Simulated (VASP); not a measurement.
```
CELL_PARAMETERS angstrom
      2.06401    -3.57496     0.00000
      2.06401     3.57496     0.00000
      0.00000     0.00000     6.99994
ATOMIC_POSITIONS crystal
  Mg 0.00000 0.00000 0.00000
  I  0.33333 0.66667 0.23826
  I  0.66667 0.33333 0.76174
```

The numbers are results of PBEsol GGA with spin-orbit coupling, VASP's PBE PAW potentials (set 64) (plane waves; VASP), not measurements. Numerical set-up: 400 eV cut-off, 6×6×3 Γ-centred mesh, Gaussian smearing of 0.050 eV, potentials Mg I.

Without a dispersion term in the relaxation, distances and binding between the weakly bound layers, chains or molecules are unreliable, and so is what depends on them.

**Question.** Give the energies of bands 7 to 20 at the high-symmetry points, in eV from the valence-band maximum.

**Answer.** 
```tsv
band	Γ	M	K	A	L	H
7	-1.13	-3.36	-3.10	-1.94	-3.64	-3.35
8	-1.13	-3.36	-3.10	-1.94	-3.64	-3.35
9	-1.06	-2.21	-2.64	-0.97	-1.78	-2.97
10	-1.06	-2.21	-2.64	-0.97	-1.78	-2.97
11	-0.38	-1.56	-2.29	-0.65	-1.39	-2.52
12	-0.38	-1.56	-2.29	-0.65	-1.39	-2.52
13	-0.03	-1.39	-1.50	-0.30	-1.25	-0.98
14	-0.03	-1.39	-1.50	-0.30	-1.25	-0.98
15	0.00	-0.62	-1.39	-0.09	-0.73	-0.79
16	0.00	-0.62	-1.39	-0.09	-0.73	-0.79
17	3.34	3.28	3.60	4.31	3.19	4.46
18	3.34	3.28	3.60	4.31	3.19	4.46
19	4.39	4.91	6.84	4.46	4.79	5.35
20	4.39	4.91	6.84	4.46	4.79	5.35
```

The gap is indirect, 3.17 eV, from the valence maximum at Γ to the conduction minimum at (0.50, 0.00, 0.33).

The compound is MgI2 in the 1T layered structure. It was relaxed first.
